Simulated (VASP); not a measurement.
Ti2Au, 3 atoms in the cell. It takes space group Fm-3m (No. 225, cubic). The conventional cell has a = 5.754 Å, b = 5.754 Å, c = 5.754 Å, α = 90.00°, β = 90.00°, γ = 90.00°. Au (site symmetry m-3m) has 8 Ti at 2.49 Å as nearest neighbours. Ti (site symmetry -43m) is surrounded by 4 Au at 2.49 Å. The cell was built by a generator and needn't be a form met in nature.

| Item | Value |
| --- | --- |
| Program | VASP 6.6.1 |
| Task | single point |
| Functional | r2SCAN |
| Potentials or basis | VASP PAW PBE potentials, release 64 (Au, Ti_sv) |
| Cutoff | 520 eV |
| k mesh | 10 × 10 × 10 |
| Occupations | fermi-dirac, width 0.1 eV |
| Spin | no spin polarisation |
| Dipole correction | no |
| Further INCAR settings | ALGO = Normal; EDIFF = 1e-06; NBANDS = 24 |

Potentials or basis: VASP PAW PBE potentials, release 64 (Au, Ti_sv).

Command:

```console
$ cat potpaw_PBE.64/Au/POTCAR potpaw_PBE.64/Ti_sv/POTCAR > POTCAR
$ cp INCAR.step1 INCAR
$ mpirun -np 1 vasp_std > vasp.out
$ cp INCAR.step2 INCAR
$ mpirun -np 1 vasp_std > vasp.out
```

Hardware: 1 thread of Intel(R) Xeon(R) Platinum 8488C (Sapphire Rapids) (shared host).

Task: Estimate the wall time of this run.

Result: Run time: 2.9 min on 1 thread of Intel(R) Xeon(R) Platinum 8488C (Sapphire Rapids) (shared host), peak memory 0.2 GiB. Counts: scf iterations 12, k points 47.
